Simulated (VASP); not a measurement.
Given:

```yaml
crystal:
  lattice:
    - [0.00000, 2.47487, 2.47487]
    - [2.47487, 0.00000, 2.47487]
    - [2.47487, 2.47487, 0.00000]
  atoms:
    - { symbol: Bi, position: [0.00000, 0.00000, 0.00000] }
```

The numbers are results of PBEsol GGA, VASP's PBE PAW potentials (set 64) (plane waves; VASP), not measurements. Settings: 400 eV cut-off, 14×14×14 Γ-centred mesh, tetrahedra with Blöchl corrections, potentials Bi_d.

Unless said otherwise, spin-orbit coupling is left out, though it shifts the bands of the heavy elements here.

Task: What does the run give for the energy per atom (σ→0), band gap (on the k-mesh) with the smallest direct gap where there is one?

Result: 
```
Property                                                    Result
------------------------  ----------------------------------------
band gap (on the k-mesh)  none (metal, semimetal or under 0.01 eV)
energy per atom (σ→0)                               -4.161 eV/atom
```

Total energies compare only between runs with the same potentials, cut-off and functional.

The structure was generated: Bi was put into the fcc type (Fm-3m), which need not be its known phase. It was relaxed first.
